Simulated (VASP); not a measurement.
These are PBE GGA, VASP's PBE PAW potentials (set 64) (plane waves; VASP 6.6.1) values and carry that method's errors.

The input files of a VASP run:

File KPOINTS:
```
Regular mesh
0
G
  5 5 1
```

INCAR:
```
SYSTEM = Pt16F
PREC = Normal; ENCUT = 400; LREAL = .False.
LASPH = .True.
EDIFF = 1E-6; NELM = 100; NELMIN = 4
ALGO = Normal; LMAXMIX = 6
ISMEAR = 1; SIGMA = 0.1
GGA = PE
LWAVE = .False.; LCHARG = .False.; LORBIT = 11
LVHAR = .True.
DIPOL = 0.5 0.5 0.5
LDIPOL = .True.; IDIPOL = 3
```

POSCAR:
```
Pt16F
1.0
  5.6097938055   0.0000000000   0.0000000000
  0.0000000000   5.6097938055   0.0000000000
  0.0000000000   0.0000000000  20.1169541758
Pt F
16 1
Direct
  0.2500000000   0.2485145750   0.3547659952
  0.7500000000   0.2494788509   0.3552023004
  0.2500000000   0.7514854250   0.3547659952
  0.7500000000   0.7505211491   0.3552023004
  0.0001776902   0.0000000000   0.4509339064
  0.4998223098   0.0000000000   0.4509339064
  0.0003972223   0.5000000000   0.4508034793
  0.4996027777   0.5000000000   0.4508034793
  0.2500000000   0.2472419233   0.5486151524
  0.7500000000   0.2468596184   0.5480640021
  0.2500000000   0.7527580767   0.5486151524
  0.7500000000   0.7531403816   0.5480640021
  0.9832892216   0.0000000000   0.6477278270
  0.5167107784   0.0000000000   0.6477278270
  0.0004742716   0.5000000000   0.6423207477
  0.4995257284   0.5000000000   0.6423207477
  0.2500000000   0.0000000000   0.7238321792
```

POTCAR, in this order: Pt F (PBE.64 set). Program: vasp_std. Read from the step before: WAVECAR.

Output

### OUTCAR
```
 ion  position               nearest neighbor table
   1  0.250  0.249  0.355-   5 2.77   6 2.77   7 2.77   8 2.77   3 2.79   2 2.80   2 2.80   3 2.82
  LATTYP: Found a simple tetragonal cell.
 ALAT       =     5.6097938055
 C/A-ratio  =     3.5860416395
 Subroutine PRICEL returns:
 Original cell was already a primitive cell.
 Subroutine GETGRP returns: Found  4 space group operations
The static configuration has the point symmetry C_1h.
 The point group associated with its full space group is C_2v.
The dynamic configuration has the point symmetry C_1h.
 Subroutine INISYM returns: Found  4 space group operations
 Subroutine IBZKPT returns following result:
 Found      9 irreducible k-points:

 Following reciprocal coordinates:
            Coordinates               Weight
  0.000000  0.000000  0.000000      1.000000
  0.200000  0.000000  0.000000      2.000000
  0.000000  0.200000  0.000000      2.000000
  0.400000  0.000000  0.000000      2.000000
  0.000000  0.400000  0.000000      2.000000
  0.200000  0.200000  0.000000      4.000000
  0.400000  0.200000  0.000000      4.000000
 -0.200000  0.400000  0.000000      4.000000
  0.400000  0.400000  0.000000      4.000000
   k-points           NKPTS =      9   k-points in BZ     NKDIM =      9   number of bands    NBANDS=    100
   number of dos      NEDOS =    301   number of ions     NIONS =     17
   total plane-waves  NPLWV =  76832
   dimension x,y,z NGX =    28 NGY =   28 NGZ =   98
   dimension x,y,z NGXF=    56 NGYF=   56 NGZF=  196
   ions per type =              16   1
   PREC   = normal    normal or accurate (medium, high low for compatibility)
   ISTART =      1    job   : 0-new  1-cont  2-samecut
   ICHARG =      0    charge: 1-file 2-atom 10-const
   ISPIN  =      1    spin polarized calculation?
   LNONCOLLINEAR =      F non collinear calculations
   LSORBIT =      F    spin-orbit coupling
   INIWAV =      1    electr: 0-lowe 1-rand  2-diag
   ENCUT  =  400.0 eV  29.40 Ry    5.42 a.u.   9.15  9.15 32.81*2*pi/ulx,y,z
...
```

### OSZICAR
```
       N       E                     dE             d eps       ncg     rms          rms(c)
DAV:   1    -0.943388621857E+02   -0.94339E+02   -0.48625E-02  2612   0.927E-01    0.155E+00
DAV:   2    -0.976500010957E+02   -0.33111E+01   -0.81703E+00  2684   0.130E+01    0.179E+01
DAV:   3    -0.943180271051E+02    0.33320E+01   -0.40301E+00  2780   0.109E+01    0.137E+00
DAV:   4    -0.943196959647E+02   -0.16689E-02   -0.11256E-01  1996   0.111E+00    0.541E-01
DAV:   5    -0.943184862322E+02    0.12097E-02   -0.80447E-03  2124   0.379E-01    0.179E-01
DAV:   6    -0.943183518457E+02    0.13439E-03   -0.19168E-03  2124   0.219E-01    0.121E-01
DAV:   7    -0.943183143184E+02    0.37527E-04   -0.42490E-04  2004   0.966E-02    0.672E-02
DAV:   8    -0.943182974692E+02    0.16849E-04   -0.63442E-05  2104   0.374E-02    0.493E-02
DAV:   9    -0.943182888320E+02    0.86373E-05   -0.18332E-05  2064   0.216E-02    0.371E-02
DAV:  10    -0.943182876385E+02    0.11934E-05   -0.12889E-05  1996   0.181E-02    0.286E-02
DAV:  11    -0.943182867058E+02    0.93278E-06   -0.62205E-06  1548   0.132E-02
   1 F= -.94318287E+02 E0= -.94317148E+02  d E =-.341484E-02
```

**OUTCAR**
```
------------------------ aborting loop because EDIFF is reached ----------------------------------------
  FORCE on cell =-STRESS in cart. coord.  units (eV):
  Direction    XX          YY          ZZ          XY          YZ          ZX
  --------------------------------------------------------------------------------------
  Total       -9.8745875    -11.2460323     -1.5569377      0.0000000      0.0000000      0.0000000
  in kB      -24.9904180    -28.4612445     -3.9402683      0.0000000      0.0000000      0.0000000
  external PRESSURE =     -19.1306436 kB  Pullay stress =       0.0000000 kB
  volume of cell :      633.08
      direct lattice vectors                 reciprocal lattice vectors
     5.609793805  0.000000000  0.000000000     0.178259671  0.000000000  0.000000000
     0.000000000  5.609793805  0.000000000     0.000000000  0.178259671  0.000000000
     0.000000000  0.000000000 20.116954176     0.000000000  0.000000000  0.049709314
 POSITION                                       TOTAL-FORCE (eV/Angst)
 -----------------------------------------------------------------------------------
      1.40245      1.39412      7.13681         0.000000      0.004634      0.008634
      4.20735      1.39952      7.14559         0.000000      0.002481      0.008942
      1.40245      4.21568      7.13681         0.000000     -0.004634      0.008634
      4.20735      4.21027      7.14559         0.000000     -0.002481      0.008942
      0.00100      0.00000      9.07142         0.000967      0.000000     -0.002487
      2.80390      0.00000      9.07142        -0.000967      0.000000     -0.002487
      0.00223      2.80490      9.06879         0.000423      0.000000      0.006287
      2.80267      2.80490      9.06879        -0.000423      0.000000      0.006287
      1.40245      1.38698     11.03647         0.000000      0.007957     -0.005541
      4.20735      1.38483     11.02538         0.000000      0.008509     -0.012468
      1.40245      4.22282     11.03647         0.000000     -0.007957     -0.005541
      4.20735      4.22496     11.02538         0.000000     -0.008509     -0.012468
      5.51605      0.00000     13.03031         0.024023      0.000000     -0.004889
      2.89864      0.00000     13.03031        -0.024023      0.000000     -0.004889
      0.00266      2.80490     12.92154        -0.000118      0.000000      0.009310
      2.80224      2.80490     12.92154         0.000118      0.000000      0.009310
      1.40245      0.00000     14.56130         0.000000      0.000000     -0.015575
 -----------------------------------------------------------------------------------
    total drift:                                0.000000      0.000000      0.002181
  FREE ENERGIE OF THE ION-ELECTRON SYSTEM (eV)
  ---------------------------------------------------
  free  energy   TOTEN  =       -94.3182867058 eV

  energy  without entropy=      -94.3148718655  energy(sigma->0) =      -94.31714843

 total charge

# of ion       s       p       d       tot
------------------------------------------
    1        0.617   0.395   8.039   9.051
    2        0.618   0.400   8.032   9.050
    3        0.617   0.395   8.039   9.051
    4        0.618   0.400   8.032   9.050
    5        0.626   0.592   8.011   9.229
    6        0.626   0.592   8.011   9.229
    7        0.619   0.579   8.020   9.217
    8        0.619   0.579   8.020   9.217
    9        0.616   0.571   8.025   9.212
   10        0.628   0.598   8.009   9.235
   11        0.616   0.571   8.025   9.212
   12        0.628   0.598   8.009   9.235
   13        0.602   0.455   7.991   9.048
   14        0.602   0.455   7.991   9.048
   15        0.620   0.400   8.050   9.071
   16        0.620   0.400   8.050   9.071
   17        1.780   4.275   0.000   6.056
--------------------------------------------------
tot         11.673  12.252 128.355 152.281
```
(Selected blocks of OUTCAR.)

At this cut-off the stress carries a Pulay error, which pulls relaxed volumes low.

The cell is a thin slab with vacuum, built from Pt (fcc): (100) face, F adsorbed.
